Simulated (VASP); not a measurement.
# MnPb7O8 (a cell with a defect) in VASP: single point with PBE+U

Aim: the single point of MnPb7O8 (a cell with a defect) with PBE+U.

Everything below comes from runs of VASP 6.6.1. Logs are shortened: lines on timing, memory, paths and dates and some standing lists are left out, and cuts for length are marked.

**1. The structure**

The cell holds a defect, 16 atoms: a = 8.008 Å, b = 8.008 Å, c = 5.071 Å, α = 90.00°, β = 90.00°, γ = 90.00°.

The cell was built by a generator and needn't be a form met in nature.

**2. Single point, PBE+U, collinear spin, typed start**

Input file INCAR:

```
SYSTEM = MnPb7O8
ALGO = Fast
EDIFF = 1E-6
ENCUT = 520
GGA = PE
ISIF = 2
ISMEAR = 0
ISPIN = 2
LASPH = .True.
LCHARG = .False.
LDAU = .True.
LDAUJ = 0 0 0
LDAUL = -1 2 -1
LDAUPRINT = 1
LDAUTYPE = 2
LDAUU = 0 3.9 0
LMAXMIX = 4
LORBIT = 11
LREAL = Auto
LWAVE = .False.
MAGMOM = 0 0 0 0 0 0 0 4.5 0 0 0 0 0 0 0 0
NBANDS = 98
NELM = 150
PREC = Accurate
SIGMA = 0.02
```

Input file KPOINTS:

```
k-points
0
Gamma
  2 2 2
  0 0 0
```

Input file POSCAR:

```
MnPb7O8
1.0
    8.0078000000      0.0000000000      0.0000000000
    0.0000000000      8.0078000000      0.0000000000
    0.0000000000      0.0000000000      5.0712000000
Pb Mn O
7 1 8
Direct
    0.0000000000      0.2500000000      0.2336000000
    0.5000000000      0.2500000000      0.2336000000
    0.5000000000      0.7500000000      0.2336000000
    0.2500000000      0.0000000000      0.7664000000
    0.2500000000      0.5000000000      0.7664000000
    0.7500000000      0.0000000000      0.7664000000
    0.7500000000      0.5000000000      0.7664000000
    0.0000000000      0.7500000000      0.2336000000
    0.0000000000      0.0000000000      0.0000000000
    0.0000000000      0.5000000000      0.0000000000
    0.5000000000      0.0000000000      0.0000000000
    0.5000000000      0.5000000000      0.0000000000
    0.2500000000      0.2500000000      0.0000000000
    0.2500000000      0.7500000000      0.0000000000
    0.7500000000      0.2500000000      0.0000000000
    0.7500000000      0.7500000000      0.0000000000
```

Potentials or basis: VASP PAW PBE potentials, release 64 (Pb_d, Mn_pv, O).

Started as:

```console
$ cat potpaw_PBE.64/Pb_d/POTCAR potpaw_PBE.64/Mn_pv/POTCAR potpaw_PBE.64/O/POTCAR > POTCAR
$ mpirun -np 1 vasp_std > vasp.out
```

OUTCAR:

```text
SYSTEM = MnPb7O8
   EDIFF = 1E-6
   ENCUT = 520
   GGA = PE
   ISIF = 2
   ISMEAR = 0
   ISPIN = 2
   LASPH = .True.
   LORBIT = 11
   LREAL = Auto
   NELM = 150
   PREC = Accurate

 ion  position               nearest neighbor table
   1  0.000  0.250  0.234-   9 2.33  10 2.33  13 2.33  15 2.33   4 3.69   5 3.69   6 3.69   7 3.69
                             4 3.91   5 3.91   6 3.91   7 3.91   2 4.00   2 4.00
   2  0.500  0.250  0.234-  11 2.33  12 2.33  13 2.33  15 2.33   4 3.69   5 3.69   6 3.69   7 3.69
                             4 3.91   5 3.91   6 3.91   7 3.91   1 4.00   3 4.00   3 4.00   1 4.00
   3  0.500  0.750  0.234-  11 2.33  12 2.33  14 2.33  16 2.33   4 3.69   5 3.69   6 3.69   7 3.69
                             4 3.91   5 3.91   6 3.91   7 3.91   2 4.00   2 4.00
   4  0.250  0.000  0.766-   9 2.33  11 2.33  13 2.33  14 2.33   2 3.69   3 3.69   1 3.69   1 3.91
                             2 3.91   3 3.91   6 4.00   5 4.00   5 4.00   6 4.00
   5  0.250  0.500  0.766-  10 2.33  12 2.33  13 2.33  14 2.33   2 3.69   3 3.69   1 3.69   1 3.91
                             2 3.91   3 3.91   7 4.00   4 4.00   4 4.00   7 4.00
   6  0.750  0.000  0.766-   9 2.33  11 2.33  15 2.33  16 2.33   2 3.69   3 3.69   1 3.69   1 3.91
                             2 3.91   3 3.91   7 4.00   4 4.00   7 4.00   4 4.00
   7  0.750  0.500  0.766-  10 2.33  12 2.33  15 2.33  16 2.33   2 3.69   3 3.69   1 3.69   1 3.91
                             2 3.91   3 3.91   6 4.00   5 4.00   6 4.00   5 4.00
   8  0.000  0.750  0.234-   9 2.33  10 2.33  14 2.33  16 2.33
   9  0.000  0.000  0.000-   1 2.33   4 2.33   6 2.33   8 2.33
  10  0.000  0.500  0.000-   1 2.33   5 2.33   7 2.33   8 2.33
  11  0.500  0.000  0.000-   2 2.33   3 2.33   4 2.33   6 2.33
  12  0.500  0.500  0.000-   2 2.33   3 2.33   5 2.33   7 2.33
  13  0.250  0.250  0.000-   1 2.33   2 2.33   4 2.33   5 2.33
  14  0.250  0.750  0.000-   3 2.33   4 2.33   5 2.33   8 2.33
  15  0.750  0.250  0.000-   1 2.33   2 2.33   6 2.33   7 2.33
  16  0.750  0.750  0.000-   3 2.33   6 2.33   7 2.33   8 2.33

  LATTYP: Found a simple tetragonal cell.
 ALAT       =     8.0078000000
 C/A-ratio  =     0.6332825495

  Lattice vectors:

 A1 = (   8.0078000000,   0.0000000000,   0.0000000000)
 A2 = (   0.0000000000,   8.0078000000,   0.0000000000)
 A3 = (   0.0000000000,   0.0000000000,   5.0712000000)

Analysis of symmetry for initial positions (statically):
=====================================================================
 Subroutine PRICEL returns:
 Original cell was already a primitive cell.

 Routine SETGRP: Setting up the symmetry group for a
 simple tetragonal supercell.

 Subroutine GETGRP returns: Found  8 space group operations
 (whereof  2 operations were pure point group operations)
 out of a pool of 16 trial point group operations.

The static configuration has the point symmetry C_1h.
 The point group associated with its full space group is C_4v.

Analysis of symmetry for dynamics (positions and initial velocities):
=====================================================================
 Subroutine PRICEL returns:
 Original cell was already a primitive cell.

 Routine SETGRP: Setting up the symmetry group for a
 simple tetragonal supercell.

 Subroutine GETGRP returns: Found  8 space group operations
 (whereof  2 operations were pure point group operations)
 out of a pool of 16 trial point group operations.

The dynamic configuration has the point symmetry C_1h.
 The point group associated with its full space group is C_4v.

Analysis of structural, dynamic, and magnetic symmetry:
=====================================================================
 Subroutine PRICEL returns:
 Original cell was already a primitive cell.

 Routine SETGRP: Setting up the symmetry group for a
 simple tetragonal supercell.

 Subroutine GETGRP returns: Found  8 space group operations
 (whereof  2 operations were pure point group operations)
 out of a pool of 16 trial point group operations.

The overall configuration has the point symmetry C_1h.
 The point group associated with its full space group is C_4v.

 Subroutine INISYM returns: Found  8 space group operations
 (whereof  2 operations are pure point group operations),
[... 145 lines left out ...]
 maximum number of plane-waves:      8790
 NGX is ok and might be reduce to    60
   NGX = 29   NGY = 29   NGZ = 19

atom =   8  type =  2  l = 2

 onsite density matrix

spin component  1

  0.9428  0.0000 -0.0000  0.0000 -0.0000
  0.0000  0.9397  0.0000  0.0000 -0.0000
 -0.0000  0.0000  0.9348  0.0000  0.0000
  0.0000  0.0000  0.0000  0.9397 -0.0000
 -0.0000 -0.0000  0.0000 -0.0000  0.9570

spin component  2

  0.0124 -0.0000  0.0000 -0.0000 -0.0000
 -0.0000  0.0335  0.0000 -0.0000  0.0000
  0.0000  0.0000  0.0130 -0.0000 -0.0000
 -0.0000 -0.0000 -0.0000  0.0335 -0.0000
 -0.0000  0.0000 -0.0000 -0.0000  0.0574

 occupancies and eigenvectors

  o =  0.0124  v =  0.0000  0.0000  0.0000  0.0000  0.0000  1.0000  0.0000  0.0000  0.0000  0.0000      0.0000  0.0000  0.0000  0.0000  0.0000  0.0000  0.0000  0.0000  0.0000  0.0000
  o =  0.0130  v =  0.0000  0.0000  0.0000  0.0000  0.0000  0.0000 -0.0000  1.0000 -0.0000  0.0000      0.0000  0.0000  0.0000  0.0000  0.0000  0.0000  0.0000  0.0000  0.0000  0.0000
  o =  0.0335  v =  0.0000  0.0000  0.0000  0.0000  0.0000  0.0000  0.0006  0.0000  1.0000  0.0000      0.0000  0.0000  0.0000  0.0000  0.0000  0.0000  0.0000  0.0000  0.0000  0.0000
  o =  0.0335  v =  0.0000  0.0000  0.0000  0.0000  0.0000  0.0000 -1.0000 -0.0000  0.0006 -0.0000      0.0000  0.0000  0.0000  0.0000  0.0000  0.0000  0.0000  0.0000  0.0000  0.0000
  o =  0.0574  v =  0.0000  0.0000  0.0000  0.0000  0.0000  0.0000 -0.0000 -0.0000 -0.0000  1.0000      0.0000  0.0000  0.0000  0.0000  0.0000  0.0000  0.0000  0.0000  0.0000  0.0000
  o =  0.9348  v =  0.0000 -0.0000 -1.0000  0.0000  0.0000  0.0000  0.0000  0.0000  0.0000  0.0000      0.0000  0.0000  0.0000  0.0000  0.0000  0.0000  0.0000  0.0000  0.0000  0.0000
  o =  0.9397  v =  0.0000  0.0133  0.0000  0.9999  0.0000  0.0000  0.0000  0.0000  0.0000  0.0000      0.0000  0.0000  0.0000  0.0000  0.0000  0.0000  0.0000  0.0000  0.0000  0.0000
  o =  0.9397  v =  0.0000 -0.9999  0.0000  0.0133 -0.0000  0.0000  0.0000  0.0000  0.0000  0.0000      0.0000  0.0000  0.0000  0.0000  0.0000  0.0000  0.0000  0.0000  0.0000  0.0000
  o =  0.9428  v =  1.0000  0.0000  0.0000  0.0000  0.0000  0.0000  0.0000  0.0000  0.0000  0.0000      0.0000  0.0000  0.0000  0.0000  0.0000  0.0000  0.0000  0.0000  0.0000  0.0000
  o =  0.9570  v =  0.0000 -0.0000  0.0000 -0.0000  1.0000  0.0000  0.0000  0.0000  0.0000  0.0000      0.0000  0.0000  0.0000  0.0000  0.0000  0.0000  0.0000  0.0000  0.0000  0.0000

 number of electron     159.0000013 magnetization       5.0000018

 Free energy of the ion-electron system (eV)
  ---------------------------------------------------
  ext. energy  EPLUGINS =         0.00000000
  ---------------------------------------------------
  free energy    TOTEN  =       -88.91115615 eV

  energy without entropy =      -88.91115615  energy(sigma->0) =      -88.91115615

 E-fermi :   4.4999     XC(G=0):  -9.5679

 val. band max:        4.3922941692   @ k =   0.5000   0.0000   0.0000
 cond. band min:       5.3042179650   @ k =   0.0000   0.0000   0.5000
 fundamental gap:      0.9119237959
 Fermi energy:         4.4998801758

 spin component 1

 k-point     1 :       0.0000    0.0000    0.0000
  band No.  band energies     occupation
      1     -46.2402      1.00000
      2     -46.0868      1.00000
      3     -46.0868      1.00000
      4     -13.6882      1.00000
      5     -13.4646      1.00000
      6     -13.4646      1.00000
[... 553 lines left out ...]
     90       8.3641      0.00000
     91       8.3774      0.00000
 Fermi energy:         4.4998801758

 spin component 2

 k-point     1 :       0.0000    0.0000    0.0000
  band No.  band energies     occupation
      1     -41.2912      1.00000
      2     -41.1161      1.00000
      3     -41.1161      1.00000
      4     -13.6851      1.00000
      5     -13.4629      1.00000
      6     -13.4629      1.00000
[... 553 lines left out ...]
     90       8.3736      0.00000
     91       8.4328      0.00000
 [bands above 91 left out]

------------------------ aborting loop because EDIFF is reached ----------------------------------------

  FORCE on cell =-STRESS in cart. coord.  units (eV):
  Direction    XX          YY          ZZ          XY          YZ          ZX
  --------------------------------------------------------------------------------------
  -------------------------------------------------------------------------------------
  Total        1.9538851      1.9538851     -1.3629513      0.0000000      0.0000000      0.0000000
  in kB        9.6265889      9.6265889     -6.7151193      0.0000000      0.0000000      0.0000000
  external PRESSURE =       4.1793528 kB  Pullay stress =       0.0000000 kB

 VOLUME and BASIS-vectors are now :
 -----------------------------------------------------------------------------
  energy-cutoff  :      520.00
  volume of cell :      325.19
      direct lattice vectors                 reciprocal lattice vectors
     8.007800000  0.000000000  0.000000000     0.124878244  0.000000000  0.000000000
     0.000000000  8.007800000  0.000000000     0.000000000  0.124878244  0.000000000
     0.000000000  0.000000000  5.071200000     0.000000000  0.000000000  0.197191986

 POSITION                                       TOTAL-FORCE (eV/Angst)
 -----------------------------------------------------------------------------------
      0.00000      2.00195      1.18463         0.000000      0.000000      0.168730
      4.00390      2.00195      1.18463         0.000000      0.000000      0.211037
      4.00390      6.00585      1.18463         0.000000      0.000000      0.168730
      2.00195      0.00000      3.88657        -0.246158     -0.246158      0.046885
      2.00195      4.00390      3.88657        -0.246158      0.246158      0.046885
      6.00585      0.00000      3.88657         0.246158     -0.246158      0.046885
[... 8 lines left out ...]
      6.00585      2.00195      0.00000        -0.126227      0.000000     -0.096738
      6.00585      6.00585      0.00000         0.519564     -0.000000      0.691178
 -----------------------------------------------------------------------------------
    total drift:                                0.000000      0.000000      0.007469

  FREE ENERGIE OF THE ION-ELECTRON SYSTEM (eV)
  ---------------------------------------------------
  free  energy   TOTEN  =       -88.9111561465 eV

  energy  without entropy=      -88.9111561465  energy(sigma->0) =      -88.91115615

 total charge

# of ion       s       p       d       tot
------------------------------------------
    1        1.373   0.625   9.877  11.875
    2        1.375   0.623   9.877  11.874
    3        1.373   0.625   9.877  11.875
    4        1.362   0.629   9.876  11.867
    5        1.362   0.629   9.876  11.867
    6        1.362   0.629   9.876  11.867
[... 8 lines left out ...]
   15        1.580   3.386   0.000   4.966
   16        1.575   3.370   0.000   4.946
--------------------------------------------------
tot         22.382  37.514  73.985 133.881

 magnetization (x)

# of ion       s       p       d       tot
------------------------------------------
    1        0.000   0.003   0.000   0.003
    2       -0.001   0.001   0.000   0.000
    3        0.000   0.003   0.000   0.003
    4        0.001   0.002   0.000   0.003
    5        0.001   0.002   0.000   0.003
    6        0.001   0.002   0.000   0.003
[... 8 lines left out ...]
   15        0.000   0.001   0.000   0.001
   16        0.002   0.001   0.000   0.003
--------------------------------------------------
tot          0.058   0.053   4.556   4.667
```

Run time: 12 min. Hardware: 1 thread of Intel Xeon 6975P-C (Granite Rapids), shared host; peak memory 0.62 GiB.

Results:

```
Free energy                                           : -88.9112 eV
Pressure                                              : 0.4 GPa
Largest force                                         : 3.114 eV/Å
Band gap on the k mesh                                : 0.91 eV, indirect (least direct gap 1.10 eV)
Net moment                                            : 5.00 μB per cell
Site moments                                          : Pb +0.00; Mn +4.63; O +0.00 μB
Valence electrons inside the program's atomic spheres : Pb 11.88, 11.87; Mn 11.14; O 4.95, 4.97
```

Forces in eV/Å, atoms in the order of the input:
```
Pb   0.000  0.000  0.169
Pb   0.000  0.000  0.211
Pb   0.000  0.000  0.169
Pb  -0.246 -0.246  0.047
Pb  -0.246  0.246  0.047
Pb   0.246 -0.246  0.047
Pb   0.246  0.246  0.047
Mn   0.000  0.000 -3.114
O    0.000 -0.520  0.691
O    0.000  0.520  0.691
O    0.000  0.126 -0.097
O    0.000 -0.126 -0.097
O    0.126  0.000 -0.097
O   -0.520  0.000  0.691
O   -0.126  0.000 -0.097
O    0.520  0.000  0.691
```

Stress tensor (GPa, compression positive):
```
 0.96  0.00  0.00
 0.00  0.96  0.00
 0.00  0.00 -0.67
```

Eigenvalues of the final occupation matrices:
```
    site  spin  trace               eigenvalues
site 8 d     1   4.71  0.93 0.94 0.94 0.94 0.96
site 8 d     2   0.15  0.01 0.01 0.03 0.03 0.06
```

Caveat: the k mesh is coarse (spacing up to 0.62 Å⁻¹), so the values aren't converged; spin-orbit coupling is left out, which as a rule narrows the gap of such compounds by several tenths of an eV. The state reached can hang on the start; a lower one may exist.
